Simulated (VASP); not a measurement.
An input for Ansatz (written as the equivalent of a VASP run, and not itself run):

Ansatz 0.2 input:
```yaml
crystal:
  lattice:
    - [2.5669800, 1.4820470, 4.6054330]
    - [-2.5669800, 1.4820470, 4.6054330]
    - [0.0000000, -2.9640930, 4.6054330]
  atoms:
    - { symbol: Li, position: [0.7167800, 0.7167800, 0.7167800] }
    - { symbol: Li, position: [0.2167800, 0.2167800, 0.2167800] }
    - { symbol: Ta, position: [0.0005430, 0.0005430, 0.0005430] }
    - { symbol: Ta, position: [0.5005430, 0.5005430, 0.5005430] }
    - { symbol: O, position: [0.7755300, 0.3856900, 0.1332700] }
    - { symbol: O, position: [0.1332700, 0.7755300, 0.3856900] }
    - { symbol: O, position: [0.3856900, 0.1332700, 0.7755300] }
    - { symbol: O, position: [0.6332700, 0.8856900, 0.2755300] }
    - { symbol: O, position: [0.8856900, 0.2755300, 0.6332700] }
    - { symbol: O, position: [0.2755300, 0.6332700, 0.8856900] }
kpoints:
  mp_grid: { grid: [8, 8, 8], shift: [0.5, 0.5, 0.5] }
hamiltonian:
  xc: pbesol
  pseudopotentials: { kind: paw }
scf:
  occupations: { method: gaussian, width: 0.01 }
  max_iter: 100
output: { forces: true, stress: true, eigenvalues: true }
```

Q: Write the VASP files for the same calculation (PBEsol).

A: Several could match; the one computed here: 
INCAR:
```
# general
SYSTEM  = LiTaO3
PREC    = Accurate
ENCUT   = 400
LREAL   = .False.
LASPH   = .True.

# electronic loop
EDIFF   = 1E-6
NELM    = 100
ALGO    = Normal
LMAXMIX = 6

# smearing
ISMEAR  = 0
SIGMA   = 0.01

# functional
GGA     = PS

# ions
ISIF    = 2

# output
LWAVE   = .False.
LCHARG  = .False.
```

File POSCAR:
```
LiTaO3
5.4768480
  0.4686965934   0.2706021785   0.8408911476
 -0.4686965934   0.2706021785   0.8408911476
  0.0000000000  -0.5412041744   0.8408911476
Li Ta O
2 2 6
direct
  0.7167800000   0.7167800000   0.7167800000
  0.2167800000   0.2167800000   0.2167800000
  0.0005430000   0.0005430000   0.0005430000
  0.5005430000   0.5005430000   0.5005430000
  0.7755300000   0.3856900000   0.1332700000
  0.1332700000   0.7755300000   0.3856900000
  0.3856900000   0.1332700000   0.7755300000
  0.6332700000   0.8856900000   0.2755300000
  0.8856900000   0.2755300000   0.6332700000
  0.2755300000   0.6332700000   0.8856900000
```

KPOINTS:
```
Automatic mesh
0
Gamma
8 8 8
0.5 0.5 0.5
```

POTCAR, in this order: Li_sv Ta_pv O (PBE.64 set). Program: vasp_std.

What does not carry over: each code has its own PAW files, so the cut-off isn't converted (ENCUT is set for VASP's; basis.ecutwfc is left out, and Ansatz then takes the one that its files recommend); Ansatz stops its SCF on the density residual and VASP on the energy change (EDIFF).

The structure comes from a computed database's LiTaO3 entry; how it stands against other phases isn't given here. The cell was not relaxed at this level.
